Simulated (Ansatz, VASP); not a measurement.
## Cross-check of In2Se between VASP and Ansatz

Wanted: the spread between two codes on one cell, functional and k mesh. The cell is generated by rule, not measured, and may not be a known phase. The cell is taken from a series of runs on this material, whose earlier steps may have relaxed, scaled, displaced or heated it; both programs get it as it stands.

Calculated with Ansatz 0.2.0; plane waves, with VASP 6.6.1 beside it; zone-centre phonons at PBEsol.

The structure was built from a prototype and need not be the compound's stable phase.

### 1. Set-up

Symmetry: P4_2/mnm, No. 136, tetragonal system. The conventional cell has a = 6.326 Å, b = 6.326 Å, c = 5.052 Å, α = 90.00°, β = 90.00°, γ = 90.00°. Se has 6 In at 2.82 to 3.02 Å nearest. In has 3 Se at 2.82 to 3.02 Å nearest. Farther neighbours and most contacts between anions are not listed.

### 2. Ansatz: zone-centre phonons, PBEsol

Ansatz runs on its default PAW (the set named soft_2) files.

Second derivatives magnify differences that forces hide, and they need a tight electronic threshold.

Input file input.yaml:

```yaml
crystal:
  lattice:
    - [6.3261708467, 0.0, 0.0]
    - [0.0, 6.3261708467, 0.0]
    - [0.0, 0.0, 5.0521796009]
  atoms:
    - { symbol: Se, position: [0.0, 0.0, 0.5] }
    - { symbol: Se, position: [0.5, 0.5, 0.0] }
    - { symbol: In, position: [0.1842803716, 0.1842803716, 0.0] }
    - { symbol: In, position: [0.6842803716, 0.3157196284, 0.5] }
    - { symbol: In, position: [0.3157196284, 0.6842803716, 0.5] }
    - { symbol: In, position: [0.8157196284, 0.8157196284, 0.0] }
kpoints:
  mp_grid: { grid: [6, 6, 8] }
hamiltonian:
  xc: pbesol
scf:
  occupations: { method: methfessel_paxton, width: 0.2 }
output:
  eigenvalues: true
phonons:
  method: dfpt
```

Started as:

```sh
$ ansatz run input.yaml --threads 8 --pin off --max-ram 14336MiB --backend cpu --events-out ev --progress --plain --runs-dir out
```

Numbers of over 12 decimals in the logs are rounded to 6 here.

What it wrote:

```text
zone centre: on kpoints.mp_grid the ground state, and the responses unless they are solved on pairs of k-points, stand on 100 of the mesh's 288 k-points, reduced under 2 symmetry operations, with k and −k counted as one. Each operation leaves every solved displacement unchanged or reverses it
Engine: ansatz 0.2.0, aarch64-unknown-linux-gnu
Pseudopotentials: kind: paw
Pseudopotential: Se, paw, valence charge 16, recommended cutoff 420 eV (normal), Se.paw.azcp
Pseudopotential: In, paw, valence charge 13, recommended cutoff 420 eV (normal), In.paw.azcp
Functional definition: PBEsol
  exchange = pbesol_x
  correlation = pbesol_c
Crystal: 6 atoms, lattice volume = 202.190 Å³
Basis set: ecut = 420 eV, 3965 PW (Γ), exchange–correlation on 96×96×72 points (8 copies of the dense FFT grid, shifted against one another)
Bands: 51, of which v1, the nominal top of the filled ones, is band 42 counted from 1 (41 counted from 0)
Symmetry: 16 space group operations
k-points: 100 of 288 (irreducible under 2 space group operations, time reversal used)
Non-local potential: Se, projectors of the file, l = 0: 2, l = 1: 2, l = 2: 3, l = 3: 1
Non-local potential: In, projectors of the file, l = 0: 2, l = 1: 2, l = 2: 2, l = 3: 2
PAW form: soft (Blöchl's): semilocal exchange-correlation on the pseudo side does not see the compensation charge
PAW frozen core: Se, regenerated for the run's functional, and the local potential with it (the file was generated under x = pbe(κ = 0.804, μ = 0.219515), c = pbe(β = 0.066725))
PAW frozen core: In, regenerated for the run's functional, and the local potential with it (the file was generated under x = pbe(κ = 0.804, μ = 0.219515), c = pbe(β = 0.066725))
PAW one-centre angular grid: Se, 590 points (default); XC on 64 Gauss nodes
PAW one-centre angular grid: In, 590 points (default); XC on 64 Gauss nodes
Initial density: superposition of atomic densities (neutral atoms: chi_scale 0, normalization atom), corrected by the library's trained network
Initial wavefunctions: pseudopotential atomic-orbital guess
Functional: x = pbesol(κ = 0.804, μ = 0.123457), c = pbesol(β = 0.046)
SCF iter   1: F=—  HF=-32949.269036 eV  |F-HF|=—  |Δ(HF+E_count)|=         —  Δρ=3.65e-3  dr2=3.52e-2  ethr=1.77e-3  ⟨swp⟩=7.0  Hψ=19575  notcnv=0
preconditioner: auto → Kerker (q_TF=auto, 2.357 Å⁻¹)  [metal: Δε(μ)=0.022 eV  Ē_g=13.335 eV  σ=0.200 eV  W_gap=0.09  n_scr=46 (ndim 8)  ℏωp=20.9 eV  f_vac=0.008  D(μ)=4.52/eV (n_scr^D=30)]
SCF iter   2: F=—  HF=-32949.257512 eV  |F-HF|=—  |Δ(HF+E_count)|=   1.15e-2  S|Δr|=    0.00e0  Δρ=1.79e-3  dr2=7.10e-3  ethr=4.19e-5  ⟨swp⟩=2.2  Hψ=9831  notcnv=0
SCF iter   3: F=—  HF=-32949.256104 eV  |F-HF|=—  |Δ(HF+E_count)|=   1.41e-3  S|Δr|=    0.00e0  Δρ=5.56e-4  dr2=1.04e-3  ethr=8.45e-6  ⟨swp⟩=2.4  Hψ=8990  notcnv=0
SCF iter   4: F=—  HF=-32949.256026 eV  |F-HF|=—  |Δ(HF+E_count)|=   7.80e-5  S|Δr|=    0.00e0  Δρ=2.67e-4  dr2=3.20e-4  ethr=1.24e-6  ⟨swp⟩=2.4  Hψ=7119  notcnv=0
SCF iter   5: F=—  HF=-32949.256026 eV  |F-HF|=—  |Δ(HF+E_count)|=   9.26e-7  S|Δr|=    0.00e0  Δρ=8.78e-5  dr2=4.49e-5  ethr=3.81e-7  ⟨swp⟩=2.2  Hψ=5902  notcnv=0
SCF iter   6: F=—  HF=-32949.256030 eV  |F-HF|=—  |Δ(HF+E_count)|=   4.24e-6  S|Δr|=    0.00e0  Δρ=3.32e-5  dr2=3.01e-6  ethr=5.34e-8  ⟨swp⟩=2.0  Hψ=5858  notcnv=0
SCF iter   7: F=—  HF=-32949.256022 eV  |F-HF|=—  |Δ(HF+E_count)|=   7.46e-6  S|Δr|=    0.00e0  Δρ=1.49e-5  dr2=4.32e-7  ethr=3.59e-9  ⟨swp⟩=2.0  Hψ=9140  notcnv=0
SCF iter   8: F=—  HF=-32949.256022 eV  |F-HF|=—  |Δ(HF+E_count)|=   4.90e-8  S|Δr|=    0.00e0  Δρ=3.13e-6  dr2=2.70e-8  ethr=5.15e-10  ⟨swp⟩=2.0  Hψ=9130  notcnv=0
SCF iter   9: F=—  HF=-32949.256022 eV  |F-HF|=—  |Δ(HF+E_count)|=   1.36e-8  S|Δr|=    0.00e0  Δρ=8.18e-7  dr2=1.77e-9  ethr=3.22e-11  ⟨swp⟩=2.0  Hψ=6186  notcnv=0
SCF iter  10: F=—  HF=-32949.256022 eV  |F-HF|=—  |Δ(HF+E_count)|=  8.37e-10  S|Δr|=    0.00e0  Δρ=1.84e-7  dr2=9.19e-11  ethr=2.11e-12  ⟨swp⟩=2.0  Hψ=5960  notcnv=0
SCF iter  11: F=-32949.256022 eV  HF=-32949.256022 eV  |F-HF|=0.00e0  |Δ(HF+E_count)|=  1.02e-10  S|Δr|=    0.00e0  Δρ=5.21e-8  dr2=8.49e-12  ethr=1.00e-12  ⟨swp⟩=10.2  Hψ=26220  notcnv=0
SCF 1 converged in 11 iterations: F = -32949.256022 eV  dr2 = 8.49e-12
  greatest PAW one-centre occupation: 1.000 electrons in one spin orbital (limit 2), on the Se atom at site 0 (counted from 0), in its partial waves of l = 2
DFPT response loops at Γ: preconditioner auto → Kerker (q_TF=auto, 2.357 Å⁻¹) (partly filled bands, converged f_vac=0.016); β = 1.00, the filter's whole step (`scf.mixing.beta` (0.50) is not read by the response loops under this deck's `scf.mixing.preconditioner`; to damp them name `kerker` or `kerker_dos`, under which they read `scf.mixing.beta`, and type it under 1.00, their step now; both keys bind the ground state too); Broyden in place of MSR1
SCF converged after 11 iterations
Stability not checked: this state was not tested for a lower state beside it, because cold or Methfessel-Paxton smearing, or corrected tetrahedra, fill the levels in a way that the test cannot read (fill_not_monotonic; see scf.lower_state_search)
Free energy (F): -32949.256022 eV
Harris-Foulkes:  -32949.256022 eV  (|F-HF|=0.00e0)
Internal energy: -32949.249312 eV  (E = F + TS)
E sigma→0 (E₀):  -32949.254345 eV
Entropy (-TS):   -0.006711 eV (-1.118 meV/atom)
Fermi energy:    6.480918 eV
--- Per-component energies (eV) ---
  E_band       = -1112.656875
  E_kinetic    = 1196.187360
  E_local      = -11051.229999  (includes V_loc(G=0)·N_el)
  E_nonlocal   = 284.851152
  E_hartree    = 4900.772636
  E_xc         = -1060.971657
  E_vxc        = -594.490538  (∫ρ·V_xc dr)
  E_paw        = -20055.449447  (= ΣΔE_a)
  E_vpaw       = -749.519189  (= ΣTr[D̂ρ^β])
  E_aug_tail   = -0.001077  (compensation charges beyond the density's cutoff)
  E_ewald      = -7166.368790
  E_core_change = 2.960511  (= ΣΔE_core)
  E_smearing   = -0.006711  (= −TS)
  E_closure    = -0.000000  (closes the sum)
  Σ components = -32949.256022   (vs F -32949.256022, Δ=0.00e0)
--- Band table (eV; the first three rows and the last of 100) ---
  k-point 0: bands = [... 38 lower, 3.5138, 3.5855, 5.4247, 7.2167, 7.2845, 7.2845, 7.4846, 8.6565, ... 5 higher]
  k-point 1: bands = [... 38 lower, 3.6640, 3.8698, 5.5233, 6.7499, 6.7499, 7.3371, 7.7216, 8.5092, ... 5 higher]
  k-point 2: bands = [... 38 lower, 4.4280, 4.7650, 5.8174, 6.0443, 6.0443, 7.6987, 8.1135, 8.1135, ... 5 higher]
  k-point 99: bands = [... 38 lower, 5.5689, 5.5689, 5.8539, 5.8539, 7.0491, 7.0491, 8.4457, 8.4457, ... 5 higher]
--- Phonons (Γ-DFPT): 4 representative perturbations + reference, on 100 of 288 k-points (Σ response iterations 12) ---
  k mesh reduced under 2 symmetry operations, with k and −k counted as one. Each operation leaves every solved displacement unchanged or reverses it
  ASR residual: 3.283e-5 → 0.000e0 eV/Å²; symmetrization residual: 3.009e-5 eV/Å²
  ASR residual per site (eV/Å²): 3.16e-5 3.16e-5 3.28e-5 3.28e-5 3.28e-5 3.28e-5
  Γ frequencies (cm⁻¹): -100.49 -77.99 -77.99 -71.39 -56.73 0.00 0.00 0.00 38.49 38.49 58.06 58.06 89.36 101.10 113.36 113.36 114.00 122.24
  non-analytic LO–TO correction: not included (Born effective charges unavailable; polar crystals: no LO–TO splitting at Γ)
```

[end of part 1 of 3]

[Lines on the potential files, build, host, timing and source positions are cut from VASP's logs without a mark.]

[Logs are printed without paths, hosts, clocks, repeated set-up lines and the standing remarks that a program may print on its own settings, such as how far it seeks lower states.]

[Hosts, paths, dates, database ids (printed as entryN), source tags and the programs' standing remarks are cut or masked in the printed files.]
